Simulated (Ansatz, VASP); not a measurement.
# GaAs in two plane-wave programs

One calculation is typed for both programs; each brings its own data sets. How far apart do they land? The cell is taken from a series of runs on this material, whose earlier steps may have relaxed, scaled, displaced or heated it; both programs get it as it stands.

Method: plane waves, with VASP 6.6.1 beside it; G0W0 gap at PBE, in Ansatz 0.2.0.

**1. Set-up**

It takes space group F-43m (No. 216, cubic). The conventional cell has a = 5.744 Å, b = 5.744 Å, c = 5.744 Å, α = 90.00°, β = 90.00°, γ = 90.00°. Nearest to Ga lie 4 As at 2.49 Å. Nearest to As lie 4 Ga at 2.49 Å. Farther neighbours are not listed.

As a file:

```xyz
2
Lattice="0.0000 2.8722 2.8722 2.8722 0.0000 2.8722 2.8722 2.8722 0.0000" Properties=species:S:1:pos:R:3 pbc="T T T"
Ga    0.0000    0.0000    0.0000
As    1.4361    1.4361    1.4361
```

**2. VASP: G0W0 gap, PBE**

Quasiparticle shifts depend on high empty states and on the cores, so they are the hardest test of two PAW sets.

Lines of VASP's logs that name or quote its potential files are left out, and so is its time.

The run reads the wave functions of an earlier VASP run, which isn't shown here.

File INCAR:

```
SYSTEM = GaAs
PREC = Accurate
ENCUT = 430
ISMEAR = 0
SIGMA = 0.01
LREAL = .FALSE.
GGA = PE
NBANDS = 152
ALGO = EVGW0
NELMGW = 1
ENCUTGW = 120
NOMEGA = 64
PRECFOCK = Fast
NBANDSGW = 24
LWAVE = .FALSE.
LCHARG = .FALSE.
```

File POSCAR:

```
GaAs
1.0
    0.0000000000      2.8722361193      2.8722361193
    2.8722361193      0.0000000000      2.8722361193
    2.8722361193      2.8722361193      0.0000000000
Ga As
1 1
Direct
    0.0000000000      0.0000000000      0.0000000000
    0.2500000000      0.2500000000      0.2500000000
```

File KPOINTS:

```
Automatic mesh
0
Gamma
6 6 6
0 0 0
```

Potentials, in the order of the species: Ga_d_GW and As_GW (PBE family, release 64).

On the command line:

```
$ mpirun -np 8 vasp_std
```

Numbers of over 12 decimals in the logs are rounded to 6 here.

Log:

```text
[banner, memory and clock lines left out]
running    8 mpi-ranks, on    1 nodes
 distrk:  each k-point on    8 cores,    1 groups
 distr:  one band on    1 cores,    8 groups

 POSCAR found type information on POSCAR GaAs
 POSCAR found :  2 types and       2 ions
|                                                                             |
|           W    W    AA    RRRRR   N    N  II  N    N   GGGG   !!!           |
|           W    W   A  A   R    R  NN   N  II  NN   N  G    G  !!!           |
|           W    W  A    A  R    R  N N  N  II  N N  N  G       !!!           |
|           W WW W  AAAAAA  RRRRR   N  N N  II  N  N N  G  GGG   !            |
|           WW  WW  A    A  R   R   N   NN  II  N   NN  G    G                |
|           W    W  A    A  R    R  N    N  II  N    N   GGGG   !!!           |
|                                                                             |
|     For optimal performance we recommend to set                             |
|       NCORE = 2 up to number-of-cores-per-socket                            |
|     NCORE specifies how many cores store one orbital (NPAR=cpu/NCORE).      |
|     This setting can greatly improve the performance of VASP for DFT.       |
|     The default, NCORE=1 might be grossly inefficient on modern             |
|     multi-core architectures or massively parallel machines. Do your        |
|     Unfortunately you need to use the default for GW and RPA                |
|     calculations (for HF NCORE is supported but not extensively tested      |
|     yet).                                                                   |
|                                                                             |

|                                                                             |
|           W    W    AA    RRRRR   N    N  II  N    N   GGGG   !!!           |
|           W    W   A  A   R    R  NN   N  II  NN   N  G    G  !!!           |
|           W    W  A    A  R    R  N N  N  II  N N  N  G       !!!           |
|           W WW W  AAAAAA  RRRRR   N  N N  II  N  N N  G  GGG   !            |
|           WW  WW  A    A  R   R   N   NN  II  N   NN  G    G                |
|           W    W  A    A  R    R  N    N  II  N    N   GGGG   !!!           |
|                                                                             |
|     The default for ENCUTGWSOFT is different in this version of VASP.       |
|     please manually set ENCUTGWSOFT =120 in the INCAR file.                 |
|                                                                             |

 LDA part: xc-table for (Slater+PW92), standard interpolation
 found WAVECAR, reading the header
 POSCAR, INCAR and KPOINTS ok, starting setup
 FFT: planning ... GRIDC
 FFT: planning ... GRID_SOFT
 FFT: planning ... GRID
 reading WAVECAR
 the WAVECAR file was read successfully
 initial charge from wavefunction
 available memory per node:     83.54 GB, setting MAXMEM to     85550

 The Fermi energy was updated, please check that it is located mid-gap
 values below the HOMO (VB) or above the LUMO (CB) will cause erroneous energies
 E-fermi :   3.5001

 calculate exact exchange contribution
 the WAVEDER file was read successfully
|                                                                             |
|           W    W    AA    RRRRR   N    N  II  N    N   GGGG   !!!           |
|           W    W   A  A   R    R  NN   N  II  NN   N  G    G  !!!           |
|           W    W  A    A  R    R  N N  N  II  N N  N  G       !!!           |
|           W WW W  AAAAAA  RRRRR   N  N N  II  N  N N  G  GGG   !            |
|           WW  WW  A    A  R   R   N   NN  II  N   NN  G    G                |
|           W    W  A    A  R    R  N    N  II  N    N   GGGG   !!!           |
|                                                                             |
|     Automatic setting of frequency mesh for GW failed. Frequency mesh       |
|     properly not suitable for determining QP energies. Consider             |
|     increasing number of kpoints.                                           |
|                                                                             |

energies w=
    0.000    0.000    0.197    0.000    0.394    0.000    0.590    0.000
    0.784    0.000    0.977    0.000    1.168    0.000    1.356    0.000
    1.542    0.000    1.726    0.000    1.907    0.000    2.085    0.000
    2.261    0.000    2.434    0.000    2.606    0.000    2.775    0.000
    2.942    0.000    3.109    0.000    3.274    0.000    3.438    0.000
    3.601    0.000    3.765    0.000    3.929    0.000    4.093    0.000
    4.259    0.000    4.426    0.000    4.595    0.000    4.767    0.000
    4.942    0.000    5.121    0.000    5.304    0.000    5.493    0.000
    5.687    0.000    5.888    0.000    6.097    0.000    6.315    0.000
    6.544    0.000    6.784    0.000    7.038    0.000    7.307    0.000
    7.595    0.000    7.902    0.000    8.234    0.000    8.593    0.000
    8.984    0.000    9.412    0.000    9.886    0.000   10.412    0.000
   11.002    0.000   11.669    0.000   12.431    0.000   13.310    0.000
   14.336    0.000   15.552    0.000   17.016    0.000   18.812    0.000
   21.068    0.000   23.984    0.000   27.896    0.000   33.412    0.000
   41.754    0.000   55.810    0.000   84.426    0.000  174.107    0.000
 responsefunction array rank=     152
 LDA part: xc-table for (Slater+PW92), standard interpolation

 min. memory requirement per mpi rank    256.1 MB, per node   2048.6 MB

 allocating   8 responsefunctions rank=   152
 shmem allocating  64 responsefunctions rank=   152
 response function shared by NCSHMEM nodes    1
 Doing            8  frequencies on each core in blocks of           64
NQ=   1    0.0000    0.0000    0.0000,
|.........|.........|.........|.........|.........|.........|.........|.........
 performed        672000 updates of chi_q(r,r)
 total number of BLAS operations        101.01 Gflops
NQ=   2    0.1667    0.0000    0.0000,
|.........|.........|.........|.........|.........|.........|.........|.........
 performed       1840000 updates of chi_q(r,r)
 total number of BLAS operations        311.40 Gflops
NQ=   3    0.3333    0.0000    0.0000,
|.........|.........|.........|.........|.........|.........|.........|.........
 performed       3008000 updates of chi_q(r,r)
 total number of BLAS operations        505.30 Gflops
NQ=   4    0.5000    0.0000    0.0000,
|.........|.........|.........|.........|.........|.........|.........|.........
 performed       4001000 updates of chi_q(r,r)
 total number of BLAS operations        656.70 Gflops
NQ=   5    0.1667    0.1667    0.0000,
|.........|.........|.........|.........|.........|.........|.........|.........
 performed       5169000 updates of chi_q(r,r)
 total number of BLAS operations        842.60 Gflops
NQ=   6    0.3333    0.1667    0.0000,
|.........|.........|.........|.........|.........|.........|.........|.........
 performed       6965000 updates of chi_q(r,r)
 total number of BLAS operations       1136.46 Gflops
NQ=   7    0.5000    0.1667    0.0000,
|.........|.........|.........|.........|.........|.........|.........|.........
 performed       8761000 updates of chi_q(r,r)
 total number of BLAS operations       1418.12 Gflops
NQ=   8   -0.3333    0.1667    0.0000,
|.........|.........|.........|.........|.........|.........|.........|.........
 performed      10557000 updates of chi_q(r,r)
 total number of BLAS operations       1703.82 Gflops
NQ=   9   -0.1667    0.1667    0.0000,
|.........|.........|.........|.........|.........|.........|.........|.........
 performed      12119000 updates of chi_q(r,r)
 total number of BLAS operations       1959.49 Gflops
NQ=  10    0.3333    0.3333    0.0000,
|.........|.........|.........|.........|.........|.........|.........|.........
 performed      13287000 updates of chi_q(r,r)
 total number of BLAS operations       2145.39 Gflops
NQ=  11    0.5000    0.3333    0.0000,
|.........|.........|.........|.........|.........|.........|.........|.........
 performed      15083000 updates of chi_q(r,r)
 total number of BLAS operations       2423.04 Gflops
NQ=  12   -0.3333    0.3333    0.0000,
|.........|.........|.........|.........|.........|.........|.........|.........
 performed      16645000 updates of chi_q(r,r)
 total number of BLAS operations       2675.15 Gflops
NQ=  13    0.5000    0.5000    0.0000,
|.........|.........|.........|.........|.........|.........|.........|.........
 performed      17536000 updates of chi_q(r,r)
 total number of BLAS operations       2835.63 Gflops
NQ=  14    0.5000    0.3333    0.1667,
|.........|.........|.........|.........|.........|.........|.........|.........
 performed      19551000 updates of chi_q(r,r)
 total number of BLAS operations       3165.30 Gflops
NQ=  15   -0.3333    0.3333    0.1667,
|.........|.........|.........|.........|.........|.........|.........|.........
 performed      21449000 updates of chi_q(r,r)
 total number of BLAS operations       3471.55 Gflops
NQ=  16   -0.3333    0.5000    0.1667,
|.........|.........|.........|.........|.........|.........|.........|.........
 performed      23019000 updates of chi_q(r,r)
 total number of BLAS operations       3703.87 Gflops
 resolving degeneracies of screened two electron integrals

 calculate QP shifts <psi_nk| G(iteration)W_0 |psi_nk>: iteration 1
 entering main loop
```

From OUTCAR (step 2):

```text
ion  position               nearest neighbor table
   1  0.000  0.000  0.000-   2 2.49   2 2.49   2 2.49   2 2.49
   2  0.250  0.250  0.250-   1 2.49   1 2.49   1 2.49   1 2.49

  LATTYP: Found a face centered cubic cell.
 ALAT       =     5.7444722386

 Subroutine GETGRP returns: Found 24 space group operations
 (whereof 24 operations were pure point group operations)

The static configuration has the point symmetry T_d .

 Found     16 irreducible k-points:

   k-points           NKPTS =     16   k-points in BZ     NKDIM =    216   number of bands    NBANDS=    152

   dimension x,y,z NGX =    28 NGY =   28 NGZ =   28
   dimension x,y,z NGXF=    56 NGYF=   56 NGZF=   56

   ENCUT  =  430.0 eV  31.60 Ry    5.62 a.u.   6.87  6.87  6.87*2*pi/ulx,y,z

   NELECT =      18.0000    total number of electrons

  energy-cutoff  :      430.00
  volume of cell :       47.39
      direct lattice vectors                 reciprocal lattice vectors
     0.000000000  2.872236119  2.872236119    -0.174080396  0.174080396  0.174080396
     2.872236119  0.000000000  2.872236119     0.174080396 -0.174080396  0.174080396
     2.872236119  2.872236119  0.000000000     0.174080396  0.174080396 -0.174080396

 k-points in reciprocal lattice and weights: Automatic mesh
   0.00000000  0.00000000  0.00000000       0.005
   0.16666667  0.00000000  0.00000000       0.037
   0.33333333  0.00000000  0.00000000       0.037
   0.50000000  0.00000000  0.00000000       0.019
   0.16666667  0.16666667  0.00000000       0.028
   0.33333333  0.16666667  0.00000000       0.111
   0.50000000  0.16666667  0.00000000       0.111
  -0.33333333  0.16666667  0.00000000       0.111
  -0.16666667  0.16666667  0.00000000       0.056
[...]
-0.33333333  0.33333333  0.16666667       0.111
  -0.33333333  0.50000000  0.16666667       0.056

 E-fermi :   3.5001

 QP shifts <psi_nk| G(iteration)W_0 |psi_nk>: iteration 1
 for sc-GW calculations column KS-energies equals QP-energies in previous step
 and V_xc(KS)=  KS-energies - (<T + V_ion + V_H > + <T+V_H+V_ion>^1  + <V_x>^1)
 k-point   1 :       0.0000    0.0000    0.0000
  band No.  KS-energies  QP-energies   sigma(KS)   V_xc(KS)     V^pw_x(r,r')   Z            occupation Imag(sigma)
    ...
      6      -8.9724      -9.2323     -11.5028     -11.0759     -17.9564       0.6090       2.0000       0.8688
      7       3.4235       3.0041     -12.2503     -11.6893     -13.1830       0.7476       2.0000       0.0623
      8       3.4235       3.0041     -12.2503     -11.6893     -13.1830       0.7476       2.0000       0.0623
      9       3.4235       3.0041     -12.2503     -11.6893     -13.1830       0.7476       2.0000       0.0623
     10       3.5767       3.9609     -10.9252     -11.4323      -7.7014       0.7575       0.0000      -0.0225
     11       7.1291       7.1399      -9.8561      -9.8707      -5.5450       0.7439       0.0000      -0.0551
     12       7.1291       7.1399      -9.8561      -9.8707      -5.5450       0.7439       0.0000      -0.0551
     13       7.1291       7.1399      -9.8561      -9.8707      -5.5450       0.7439       0.0000      -0.0551
    ...

 k-point   2 :       0.1667    0.0000    0.0000
  band No.  KS-energies  QP-energies   sigma(KS)   V_xc(KS)     V^pw_x(r,r')   Z            occupation Imag(sigma)
    ...
      6      -8.6744      -8.9622     -11.7031     -11.2381     -18.0491       0.6189       2.0000       0.8513
      7       0.7162       0.3781     -11.7221     -11.2552     -13.2953       0.7242       2.0000       0.0915
      8       3.0691       2.6304     -12.0771     -11.4889     -13.0879       0.7457       2.0000       0.0646
      9       3.0691       2.6304     -12.0771     -11.4889     -13.0879       0.7457       2.0000       0.0646
     10       4.8516       5.0568     -10.5487     -10.8209      -7.0697       0.7538       0.0000      -0.0319
     11       7.6457       7.6720      -9.9840     -10.0196      -5.5316       0.7380       0.0000      -0.0644
     12       7.6457       7.6720      -9.9840     -10.0196      -5.5316       0.7380       0.0000      -0.0644
     13       7.9529       8.0031     -10.1049     -10.1730      -5.7031       0.7379       0.0000      -0.0697
    ...

 k-point   3 :       0.3333    0.0000    0.0000
  band No.  KS-energies  QP-energies   sigma(KS)   V_xc(KS)     V^pw_x(r,r')   Z            occupation Imag(sigma)
    ...
      6      -7.9095      -8.2408     -12.1431     -11.6300     -18.2018       0.6457       2.0000       0.7958
      7      -1.7980      -2.2367     -11.3668     -10.7400     -14.3341       0.6997       2.0000       0.2231
      8       2.5542       2.0859     -11.9319     -11.3005     -13.1353       0.7418       2.0000       0.0701
      9       2.5542       2.0859     -11.9319     -11.3005     -13.1353       0.7418       2.0000       0.0701
     10       4.4916       4.6489     -10.1051     -10.3125      -6.5627       0.7586       0.0000      -0.0376
     11       8.0694       8.0701      -9.7592      -9.7602      -5.1829       0.7366       0.0000      -0.0795
     12       8.0694       8.0701      -9.7592      -9.7602      -5.1829       0.7366       0.0000      -0.0795
     13      10.4247      10.4765      -9.8685      -9.9401      -4.6087       0.7236       0.0000      -0.1978
    ...

 k-point   4 :       0.5000    0.0000    0.0000
  band No.  KS-energies  QP-energies   sigma(KS)   V_xc(KS)     V^pw_x(r,r')   Z            occupation Imag(sigma)
    ...
      6      -7.3515      -7.6919     -12.5091     -11.9917     -18.3641       0.6577       2.0000       0.7401
      7      -2.9692      -3.4386     -11.0163     -10.3352     -14.5510       0.6892       2.0000       0.3291
      8       2.3502       1.8710     -11.8947     -11.2467     -13.1818       0.7396       2.0000       0.0723
      9       2.3502       1.8710     -11.8947     -11.2467     -13.1818       0.7396       2.0000       0.0723
     10       4.2834       4.4274     -10.0697     -10.2591      -6.5750       0.7601       0.0000      -0.0380
     11       8.0294       8.0020      -9.5645      -9.5275      -5.0217       0.7393       0.0000      -0.0805
     12       8.0294       8.0020      -9.5645      -9.5275      -5.0217       0.7393       0.0000      -0.0805
     13      11.1156      10.8664      -7.9610      -7.6213      -2.6610       0.7334       0.0000      -0.2136
    ...

[... 4 further parts left out ...]
```

(Part 1 of 2 ends here.)

[Lines on the potential files, build, host, timing and source positions are cut from VASP's logs without a mark.]

[Logs are printed without paths, hosts, clocks, repeated set-up lines and the standing remarks that a program may print on its own settings, such as how far it seeks lower states.]

[Hosts, paths, dates, database ids (printed as entryN), source tags and the programs' standing remarks are cut or masked in the printed files.]
